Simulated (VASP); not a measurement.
Level of theory: LDA (Ceperley-Alder, Perdew-Zunger), VASP's LDA PAW potentials (set 64) (plane waves; VASP).

VASP ran on this input.

File POSCAR:
```
TiC
1
    0.0000000000     2.1105377421     2.1105377421
    2.1105377421     0.0000000000     2.1105377421
    2.1105377421     2.1105377421     0.0000000000
Ti C
1 1
Direct
  0.0000000000   0.0000000000   0.0000000000
  0.5000000000   0.5000000000   0.5000000000
```

### INCAR
```
ALGO  =  Normal
EDIFF  =  1E-7
ENCUT  =  520
ISIF  =  2
ISMEAR  =  1
LASPH  =  .TRUE.
LCHARG  =  .FALSE.
LMAXMIX  =  4
LREAL  =  .FALSE.
LWAVE  =  .FALSE.
NELM  =  100
PREC  =  Accurate
SIGMA  =  0.1
SYSTEM  =  TiC
```

**KPOINTS**
```
Automatic mesh
0
Gamma
15 15 15
0 0 0
```

POTCAR, in this order: Ti_sv C (LDA.64 set). Program: vasp_std.

The run wrote:

OUTCAR:
```
 ion  position               nearest neighbor table
   1  0.000  0.000  0.000-   2 2.11   2 2.11   2 2.11   2 2.11   2 2.11   2 2.11
   2  0.500  0.500  0.500-   1 2.11   1 2.11   1 2.11   1 2.11   1 2.11   1 2.11
  LATTYP: Found a face centered cubic cell.
 ALAT       =     4.2210754842
 Subroutine PRICEL returns:
 Original cell was already a primitive cell.
 Subroutine GETGRP returns: Found 48 space group operations
The static configuration has the point symmetry O_h .
The dynamic configuration has the point symmetry O_h .
 Subroutine INISYM returns: Found 48 space group operations
 Subroutine IBZKPT returns following result:
 Found    120 irreducible k-points:

 Following reciprocal coordinates:
            Coordinates               Weight
  0.000000  0.000000  0.000000      1.000000
  0.066667  0.000000  0.000000      8.000000
  0.133333  0.000000  0.000000      8.000000
  0.200000  0.000000  0.000000      8.000000
  0.266667  0.000000  0.000000      8.000000
  0.333333  0.000000  0.000000      8.000000
  0.400000  0.000000  0.000000      8.000000
  0.466667  0.000000  0.000000      8.000000
  0.066667  0.066667  0.000000      6.000000
  0.133333  0.066667  0.000000     24.000000
  0.200000  0.066667  0.000000     24.000000
  0.266667  0.066667  0.000000     24.000000
  0.333333  0.066667  0.000000     24.000000
  0.400000  0.066667  0.000000     24.000000
  0.466667  0.066667  0.000000     24.000000
 -0.466667  0.066667  0.000000     24.000000
 -0.400000  0.066667  0.000000     24.000000
 -0.333333  0.066667  0.000000     24.000000
 -0.266667  0.066667  0.000000     24.000000
 -0.200000  0.066667  0.000000     24.000000
 -0.133333  0.066667  0.000000     24.000000
 -0.066667  0.066667  0.000000     12.000000
  0.133333  0.133333  0.000000      6.000000
  0.200000  0.133333  0.000000     24.000000
  0.266667  0.133333  0.000000     24.000000
  0.333333  0.133333  0.000000     24.000000
  0.400000  0.133333  0.000000     24.000000
  0.466667  0.133333  0.000000     24.000000
 -0.466667  0.133333  0.000000     24.000000
 -0.400000  0.133333  0.000000     24.000000
 -0.333333  0.133333  0.000000     24.000000
 -0.266667  0.133333  0.000000     24.000000
 -0.200000  0.133333  0.000000     24.000000
 -0.133333  0.133333  0.000000     12.000000
  0.200000  0.200000  0.000000      6.000000
  0.266667  0.200000  0.000000     24.000000
  0.333333  0.200000  0.000000     24.000000
  0.400000  0.200000  0.000000     24.000000
  0.466667  0.200000  0.000000     24.000000
 -0.466667  0.200000  0.000000     24.000000
   k-points           NKPTS =    120   k-points in BZ     NKDIM =    120   number of bands    NBANDS=     12
   number of dos      NEDOS =    301   number of ions     NIONS =      2
   total plane-waves  NPLWV =  13824
   dimension x,y,z NGX =    24 NGY =   24 NGZ =   24
   dimension x,y,z NGXF=    48 NGYF=   48 NGZF=   48
   ions per type =               1   1
   PREC   = accura    normal or accurate (medium, high low for compatibility)
   ISTART =      0    job   : 0-new  1-cont  2-samecut
   ICHARG =      2    charge: 1-file 2-atom 10-const
   ISPIN  =      1    spin polarized calculation?
   LNONCOLLINEAR =      F non collinear calculations
   LSORBIT =      F    spin-orbit coupling
   INIWAV =      1    electr: 0-lowe 1-rand  2-diag
   ENCUT  =  520.0 eV  38.22 Ry    6.18 a.u.   5.55  5.55  5.55*2*pi/ulx,y,z
   NELM   =    100;   NELMIN=  2; NELMDL= -5     # of ELM steps
   EDIFF  = 0.1E-06   stopping-criterion for ELM
   LREAL  =      F    real-space projection
   NLSPLINE    = F    spline interpolate recip. space projectors
   LMAXMIX     =    4 max onsite mixed and CHGCAR
...
```

File OSZICAR:
```
       N       E                     dE             d eps       ncg     rms          rms(c)
DAV:   1     0.116188947466E+03    0.11619E+03   -0.84583E+03  2880   0.160E+03
DAV:   2    -0.164735054791E+02   -0.13266E+03   -0.12628E+03  3004   0.381E+02
DAV:   3    -0.254366755898E+02   -0.89632E+01   -0.85495E+01  3780   0.951E+01
DAV:   4    -0.258708663202E+02   -0.43419E+00   -0.43359E+00  3768   0.198E+01
DAV:   5    -0.258841702242E+02   -0.13304E-01   -0.13301E-01  3824   0.313E+00    0.201E+01
DAV:   6    -0.210850065934E+02    0.47992E+01   -0.29473E+01  3360   0.709E+01    0.684E+00
DAV:   7    -0.205516841876E+02    0.53332E+00   -0.39922E+00  3264   0.271E+01    0.551E+00
DAV:   8    -0.205198512040E+02    0.31833E-01   -0.17317E-01  3028   0.575E+00    0.245E+00
DAV:   9    -0.205255086996E+02   -0.56575E-02   -0.74101E-02  3376   0.284E+00    0.826E-01
DAV:  10    -0.205224888441E+02    0.30199E-02   -0.15779E-02  3668   0.195E+00    0.374E-01
DAV:  11    -0.205220849957E+02    0.40385E-03   -0.28819E-03  3332   0.736E-01    0.859E-02
DAV:  12    -0.205220040362E+02    0.80959E-04   -0.37307E-04  3036   0.333E-01    0.218E-02
DAV:  13    -0.205219915680E+02    0.12468E-04   -0.32168E-05  4064   0.882E-02    0.664E-03
DAV:  14    -0.205219911863E+02    0.38171E-06   -0.95807E-07  3236   0.118E-02    0.273E-03
DAV:  15    -0.205219910902E+02    0.96061E-07   -0.39176E-07  3048   0.348E-03
   1 F= -.20521991E+02 E0= -.20522011E+02  d E =0.592681E-04
```

### OUTCAR
```
------------------------ aborting loop because EDIFF is reached ----------------------------------------
  FORCE on cell =-STRESS in cart. coord.  units (eV):
  Direction    XX          YY          ZZ          XY          YZ          ZX
  --------------------------------------------------------------------------------------
  Total        1.0676294      1.0676294      1.0676294      0.0000000      0.0000000     -0.0000000
  in kB       90.9749329     90.9749329     90.9749329      0.0000000      0.0000000     -0.0000000
  external PRESSURE =      90.9749329 kB  Pullay stress =       0.0000000 kB
  volume of cell :       18.80
      direct lattice vectors                 reciprocal lattice vectors
     0.000000000  2.110537742  2.110537742    -0.236906448  0.236906448  0.236906448
     2.110537742  0.000000000  2.110537742     0.236906448 -0.236906448  0.236906448
     2.110537742  2.110537742  0.000000000     0.236906448  0.236906448 -0.236906448
 POSITION                                       TOTAL-FORCE (eV/Angst)
 -----------------------------------------------------------------------------------
      0.00000      0.00000      0.00000         0.000000     -0.000000      0.000000
      2.11054      2.11054      2.11054        -0.000000      0.000000     -0.000000
 -----------------------------------------------------------------------------------
    total drift:                                0.000000     -0.000000     -0.000000
  FREE ENERGIE OF THE ION-ELECTRON SYSTEM (eV)
  ---------------------------------------------------
  free  energy   TOTEN  =       -20.5219910902 eV

  energy  without entropy=      -20.5220503583  energy(sigma->0) =      -20.52201085
```
(Selected blocks of OUTCAR.)

### OUTCAR
```
 val. band max:       10.1293965536   @ k =   0.3333   0.2667   0.0000

 cond. band min:      10.1833525584   @ k =   0.4000   0.3333   0.0000


 Fermi energy:        10.1612765672

 k-point     1 :       0.0000    0.0000    0.0000
  band No.  band energies     occupation
      1     -45.4838      2.00000
      2     -21.8394      2.00000
      3     -21.8394      2.00000
      4     -21.8394      2.00000
      5      -2.3819      2.00000
      6      10.8315     -0.00000
      7      10.8315     -0.00000
      8      10.8315     -0.00000
      9      11.9660     -0.00000
     10      11.9660     -0.00000
     11      11.9660     -0.00000
     12      12.0569     -0.00000

 k-point     2 :       0.0667    0.0000    0.0000
  band No.  band energies     occupation
      1     -45.4791      2.00000
      2     -21.8704      2.00000
      3     -21.8421      2.00000
      4     -21.8421      2.00000
      5      -2.2699      2.00000
      6      10.3215     -0.04596
      7      10.6002     -0.00000
      8      10.6003     -0.00000
      9      11.2357     -0.00000
     10      11.2357     -0.00000
     11      12.2516      0.00000
     12      13.1833      0.00000

 k-point     3 :       0.1333    0.0000    0.0000
  band No.  band energies     occupation
      1     -45.4658      2.00000
      2     -21.9572      2.00000
      3     -21.8499      2.00000
      4     -21.8499      2.00000
      5      -1.9428      2.00000
      6       9.3315      2.00000
      7       9.7272      2.00000
      8       9.7272      2.00000
      9      11.3471     -0.00000
     10      11.3471     -0.00000
     11      12.6459      0.00000
     12      14.4228      0.00000

 k-point     4 :       0.2000    0.0000    0.0000
  band No.  band energies     occupation
      1     -45.4461      2.00000
      2     -22.0832      2.00000
      3     -21.8614      2.00000
      4     -21.8614      2.00000
      5      -1.4255      2.00000
      6       8.1915      2.00000
...
```

The compound is TiC in the rock salt structure. This cell is one point of a volume scan, at 0.97 of the reference volume.
